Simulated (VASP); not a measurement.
Output of a VASP run:

OSZICAR:
```
       N       E                     dE             d eps       ncg     rms          rms(c)
DAV:   1     0.109480786093E+04    0.10948E+04   -0.27902E+04 14400   0.386E+03
DAV:   2     0.207870161881E+03   -0.88694E+03   -0.86263E+03 12288   0.107E+03
DAV:   3    -0.793750392692E+01   -0.21581E+03   -0.20686E+03 12824   0.295E+02
DAV:   4    -0.406479346472E+02   -0.32710E+02   -0.31639E+02 16440   0.108E+02
DAV:   5    -0.432701398787E+02   -0.26222E+01   -0.26011E+01 16608   0.289E+01    0.170E+01
DAV:   6    -0.404522352178E+02    0.28179E+01   -0.33471E+01 20272   0.296E+01    0.670E+00
DAV:   7    -0.396584526897E+02    0.79378E+00   -0.87745E+00 15160   0.174E+01    0.409E+00
DAV:   8    -0.395536806048E+02    0.10477E+00   -0.78108E-01 13704   0.545E+00    0.790E-01
DAV:   9    -0.395562561375E+02   -0.25755E-02   -0.11186E-01 16144   0.261E+00    0.506E-01
DAV:  10    -0.395563489636E+02   -0.92826E-04   -0.64132E-03 15688   0.567E-01    0.208E-01
DAV:  11    -0.395565712622E+02   -0.22230E-03   -0.74788E-04 15424   0.179E-01    0.734E-02
DAV:  12    -0.395565756879E+02   -0.44257E-05   -0.94402E-05 16264   0.661E-02    0.390E-02
DAV:  13    -0.395565739630E+02    0.17249E-05   -0.48103E-05 15520   0.450E-02    0.493E-03
DAV:  14    -0.395565730600E+02    0.90310E-06   -0.47359E-06 11864   0.173E-02
   1 F= -.39556573E+02 E0= -.39554531E+02  d E =-.408364E-02  mag=     0.0000     0.0000     0.0000
       N       E                     dE             ncg
```

### OUTCAR
```
------------------------ aborting loop because EDIFF is reached ----------------------------------------
  FORCE on cell =-STRESS in cart. coord.  units (eV):
  Direction    XX          YY          ZZ          XY          YZ          ZX
  --------------------------------------------------------------------------------------
  Total       -0.0517208      0.1487079      0.0452736      0.0000000      0.0000000      0.0000000
  in kB       -0.8954631      2.5746382      0.7838394      0.0000000      0.0000000      0.0000000
  external PRESSURE =       0.8210048 kB  Pullay stress =       0.0000000 kB
  volume of cell :       92.54
      direct lattice vectors                 reciprocal lattice vectors
     0.000000000  4.362288762  4.247190937    -0.200210971  0.114618731  0.117724870
     2.497365636  0.000000000  4.247190937     0.200210971 -0.114618731  0.117724870
     2.497365636  4.362288762  0.000000000     0.200210971  0.114618731 -0.117724870
 POSITION                                       TOTAL-FORCE (eV/Angst)
 -----------------------------------------------------------------------------------
      0.00000      0.00000      0.00000         0.000000      0.000000     -0.000000
      1.24868      2.18114      2.12360        -0.000000      0.000000      0.000000
      2.49737      4.36229      5.67989         0.000000      0.000000     -0.000990
      2.49737      4.36229      2.81449         0.000000      0.000000      0.000990
      3.74605      6.54343      4.93809        -0.000000     -0.000000      0.000990
      3.74605      6.54343      7.80348        -0.000000     -0.000000     -0.000990
 -----------------------------------------------------------------------------------
    total drift:                               -0.000000      0.000000     -0.000000
  FREE ENERGIE OF THE ION-ELECTRON SYSTEM (eV)
  ---------------------------------------------------
  free  energy   TOTEN  =       -39.5565730600 eV

  energy  without entropy=      -39.5524894236  energy(sigma->0) =      -39.55453124

 Ion:    1  E_soc:     -0.0116678

 Ion:    2  E_soc:     -0.0116678

 Ion:    3  E_soc:     -0.0178857

 Ion:    4  E_soc:     -0.0178857

 Ion:    5  E_soc:     -0.0178857

 Ion:    6  E_soc:     -0.0178857
```
(Selected blocks of OUTCAR.)

POSCAR:
```
TiGe2
1
    0.0000000000     4.3622887618     4.2471909368
    2.4973656361     0.0000000000     4.2471909368
    2.4973656361     4.3622887618     0.0000000000
Ti Ge
2 4
Direct
  0.0000000000   0.0000000000   0.0000000000
  0.2500000000   0.2500000000   0.2500000000
  0.6686641996   0.6686641996   0.3313358004
  0.3313358004   0.3313358004   0.6686641996
  0.5813358004   0.5813358004   0.9186641996
  0.9186641996   0.9186641996   0.5813358004
```

**Question.** Write an INCAR and KPOINTS that could have produced this output.

**Answer.** Several could match; the one computed here: the input of the run itself, PBEsol GGA with spin-orbit coupling, plane waves, VASP's PBE PAW potentials (set 64).

KPOINTS:
```
Automatic mesh
0
Gamma
7 7 7
0 0 0
```

INCAR:
```
LASPH = T
LREAL = F
PREC = Accurate
LWAVE = F
LMAXMIX = 4   ! l cut-off of mixed one-centre charges
SIGMA = 0.05   ! width (eV)
GGA = PS   ! PBEsol
ISMEAR = 0   ! Gaussian
LCHARG = F
ALGO = Normal
MAGMOM = 18*0
SYSTEM = TiGe2
EDIFF = 1E-6
NELM = 100   ! most electronic steps
GGA_COMPAT = F
ENCUT = 400   ! plane-wave cut-off (eV)
LSORBIT = T
```

File KPOINTS_OPT:
```
k-points along high-symmetry lines
5
Line-mode
Reciprocal
  0.000000   0.000000   0.000000 ! GAMMA
  0.500000   0.000000   0.500000 ! Y

  0.500000   0.000000   0.500000 ! Y
  1.000000   0.500000   0.500000 ! T

  1.000000   0.500000   0.500000 ! T
  0.500000   0.500000   0.000000 ! Z

  0.500000   0.500000   0.000000 ! Z
  0.000000   0.000000   0.000000 ! GAMMA

  0.000000   0.000000   0.000000 ! GAMMA
  0.000000   0.416146   0.416146 ! SIGMA_0

  1.000000   0.583854   0.583854 ! U_0
  1.000000   0.500000   0.500000 ! T

  0.500000   0.000000   0.500000 ! Y
  0.500000   0.244862   0.744862 ! C_0

  0.500000   0.755138   0.255138 ! A_0
  0.500000   0.500000   0.000000 ! Z

  0.000000   0.000000   0.000000 ! GAMMA
  0.500000   0.500000   0.500000 ! L
```

POTCAR, in this order: Ti_sv Ge_d (PBE.64 set). Program: vasp_ncl.

The structure comes from a measured TiGe2 entry (Fddd) of the Crystallography Open Database, whose conditions weren't checked. It was relaxed first.
